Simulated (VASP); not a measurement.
Calculation: PBE GGA, VASP's PBE PAW potentials (set 64) (plane waves; VASP).

VASP ran on this input.

**INCAR**
```
# general
SYSTEM  = Ga32Sb32
PREC    = Normal
ENCUT   = 400
LREAL   = Auto
LASPH   = .TRUE.   # aspherical one-centre terms

# electronic loop
EDIFF   = 1E-5   # SCF stop (eV)
NELM    = 100   # most electronic steps
NELMIN  = 4
ALGO    = Fast
LMAXMIX = 4   # l cut-off of mixed one-centre charges

# smearing
ISMEAR  = 0   # Gaussian
SIGMA   = 0.05   # width (eV)

# functional
GGA     = PE   # PBE

# ions
IBRION  = 2   # conjugate gradients
NSW     = 20   # most ionic steps
ISIF    = 2   # forces and stress, cell fixed
EDIFFG  = -0.03   # ionic stop

# output
LWAVE   = .TRUE.
LCHARG  = .FALSE.
```

File POSCAR:
```
Ga32Sb32
1
   12.4495035576    -0.0000000000    -0.0000000000
   -0.0000000000    12.4495035576     0.0000000000
    0.0000000000     0.0000000000    12.4495035576
Ga Sb
32 32
Direct
  0.5000000000   0.0000000000   0.0000000000
  0.7500000000   0.2500000000   0.0000000000
  0.7500000000   0.0000000000   0.2500000000
  0.0000000000   0.0000000000   0.0000000000
  0.2500000000   0.2500000000   0.0000000000
  0.5000000000   0.5000000000   0.0000000000
  0.7500000000   0.7500000000   0.0000000000
  0.2500000000   0.0000000000   0.2500000000
  0.5000000000   0.2500000000   0.2500000000
  0.7500000000   0.5000000000   0.2500000000
  0.5000000000   0.0000000000   0.5000000000
  0.7500000000   0.2500000000   0.5000000000
  0.7500000000   0.0000000000   0.7500000000
  0.0000000000   0.5000000000   0.0000000000
  0.2500000000   0.7500000000   0.0000000000
  0.0000000000   0.2500000000   0.2500000000
  0.2500000000   0.5000000000   0.2500000000
  0.5000000000   0.7500000000   0.2500000000
  0.0000000000   0.0000000000   0.5000000000
  0.2500000000   0.2500000000   0.5000000000
  0.5000000000   0.5000000000   0.5000000000
  0.7500000000   0.7500000000   0.5000000000
  0.2500000000   0.0000000000   0.7500000000
  0.5000000000   0.2500000000   0.7500000000
  0.7500000000   0.5000000000   0.7500000000
  0.0000000000   0.7500000000   0.2500000000
  0.0000000000   0.5000000000   0.5000000000
  0.2500000000   0.7500000000   0.5000000000
  0.0000000000   0.2500000000   0.7500000000
  0.2500000000   0.5000000000   0.7500000000
  0.5000000000   0.7500000000   0.7500000000
  0.0000000000   0.7500000000   0.7500000000
  0.6250000000   0.1250000000   0.1250000000
  0.8750000000   0.3750000000   0.1250000000
  0.8750000000   0.1250000000   0.3750000000
  0.1250000000   0.1250000000   0.1250000000
  0.3750000000   0.3750000000   0.1250000000
  0.6250000000   0.6250000000   0.1250000000
  0.8750000000   0.8750000000   0.1250000000
  0.3750000000   0.1250000000   0.3750000000
  0.6250000000   0.3750000000   0.3750000000
  0.8750000000   0.6250000000   0.3750000000
  0.6250000000   0.1250000000   0.6250000000
  0.8750000000   0.3750000000   0.6250000000
  0.8750000000   0.1250000000   0.8750000000
  0.1250000000   0.6250000000   0.1250000000
  0.3750000000   0.8750000000   0.1250000000
  0.1250000000   0.3750000000   0.3750000000
  0.3750000000   0.6250000000   0.3750000000
  0.6250000000   0.8750000000   0.3750000000
  0.1250000000   0.1250000000   0.6250000000
  0.3750000000   0.3750000000   0.6250000000
  0.6250000000   0.6250000000   0.6250000000
  0.8750000000   0.8750000000   0.6250000000
  0.3750000000   0.1250000000   0.8750000000
  0.6250000000   0.3750000000   0.8750000000
  0.8750000000   0.6250000000   0.8750000000
  0.1250000000   0.8750000000   0.3750000000
  0.1250000000   0.6250000000   0.6250000000
  0.3750000000   0.8750000000   0.6250000000
  0.1250000000   0.3750000000   0.8750000000
  0.3750000000   0.6250000000   0.8750000000
  0.6250000000   0.8750000000   0.8750000000
  0.1250000000   0.8750000000   0.8750000000
```

KPOINTS:
```
kpoints
0
Gamma
 1 1 1
```

POTCAR, in this order: Ga Sb (PBE.64 set). Program: vasp_gam.

The supercell is sampled at Γ alone, which is coarse: total energies, pressure and levels can be off, energies of defects by several tenths of an eV.

What does the run give for the energy per atom (σ→0), pressure?

* **energy per atom (σ→0)**: -3.590 eV/atom
* **pressure**: 1.16 GPa

File OSZICAR:
```
...
RMM:   8    -0.229815630768E+03   -0.42554E-01   -0.23036E-01   322   0.109E+00    0.405E-01
RMM:   9    -0.229826221112E+03   -0.10590E-01   -0.56608E-02   326   0.496E-01    0.313E-01
RMM:  10    -0.229828692886E+03   -0.24718E-02   -0.12529E-02   362   0.231E-01    0.193E-01
RMM:  11    -0.229828975276E+03   -0.28239E-03   -0.28504E-03   322   0.104E-01    0.408E-02
RMM:  12    -0.229828932319E+03    0.42957E-04   -0.42145E-04   327   0.479E-02    0.409E-02
RMM:  13    -0.229828939264E+03   -0.69452E-05   -0.12831E-04   304   0.255E-02    0.600E-03
RMM:  14    -0.229828936128E+03    0.31362E-05   -0.28665E-05   224   0.127E-02
   1 F= -.22982894E+03 E0= -.22979037E+03  d E =-.229829E+03
```

The cell is a supercell, built from GaSb (zinc blende).
